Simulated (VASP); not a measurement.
Input:

```
CELL_PARAMETERS angstrom
     -1.59649     1.59649     1.59649
      1.59649    -1.59649     1.59649
      1.59649     1.59649    -1.59649
ATOMIC_POSITIONS crystal
  W  0.00000 0.00000 0.00000
```

Calculation: vdW-DF-cx, VASP's PBE PAW potentials (set 64) (plane waves; VASP). Run with 520 eV cut-off, 16×16×16 Γ-centred mesh, first-order Methfessel-Paxton smearing of 0.10 eV, potentials W_sv.

**Question.** Give the stress tensor in GPa (positive for a compressed cell).

**Answer.** 
```
-9.54   0.00   0.00
 0.00  -9.54   0.00
 0.00   0.00  -9.54
```
The pressure is its mean diagonal, -9.54 GPa.

The compound is W in the bcc structure. This cell is one point of a volume scan, at 1.03 of the reference volume.
